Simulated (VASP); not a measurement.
Consider the following.

```
CsCl
1.0
    0.00000     3.82877     3.82877
    3.82877     0.00000     3.82877
    3.82877     3.82877     0.00000
Cs Cl
1 1
Direct
  0.00000   0.00000   0.00000
  0.25000   0.25000   0.25000
```

Method: PBEsol GGA, VASP's PBE PAW potentials (set 64) (plane waves; VASP). Run with 400 eV cut-off, Gaussian smearing of 0.050 eV, potentials Cs_sv Cl.

Unless said otherwise, spin-orbit coupling is left out, though it shifts the bands of the heavy elements here.

### Question
Give the energies of bands 3 to 11 at the high-symmetry points, in eV from the valence-band maximum.

### Answer

```csv
band,Γ,X,U,L,W
3,-5.86,-5.97,-6.01,-5.90,-6.01
4,-5.86,-5.97,-5.95,-5.90,-5.97
5,-5.86,-5.79,-5.76,-5.88,-5.74
6,-0.29,-0.45,-0.36,-0.22,-0.33
7,-0.29,0.00,-0.05,-0.17,-0.11
8,-0.29,0.00,-0.04,-0.17,0.00
9,4.48,6.12,6.09,6.27,6.13
10,7.79,6.36,6.55,7.00,6.41
11,7.79,8.90,7.98,7.57,8.24
```

The gap is indirect, 4.48 eV, from the valence maximum at X to the conduction minimum at Γ.

The structure was generated: CsCl was put into the zinc blende type (F-43m), which need not be its known phase. It was relaxed first, which changed the volume by -12 %.
